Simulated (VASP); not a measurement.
Energy against volume of KCl (rock salt). All values below come from vdW-DF2, VASP's PBE PAW potentials (set 64) (plane waves; VASP).

```json
[
 {"V (Å³/atom)": "29.965", "E (eV/atom)": "-1.72340"},
 {"V (Å³/atom)": "30.922", "E (eV/atom)": "-1.73008"},
 {"V (Å³/atom)": "31.878", "E (eV/atom)": "-1.73255"},
 {"V (Å³/atom)": "32.834", "E (eV/atom)": "-1.73144"},
 {"V (Å³/atom)": "33.791", "E (eV/atom)": "-1.72736"}
]
```

Fit a third-order Birch-Murnaghan equation of state.

```yaml
volume_per_atom: 32.03 Å³/atom
bulk_modulus: 19.3 GPa
pressure_derivative_of_the_bulk_modulus: 4.88
lattice_constant_a: 0.6352 nm
```

The compound is KCl in the rock salt structure. It was relaxed first.
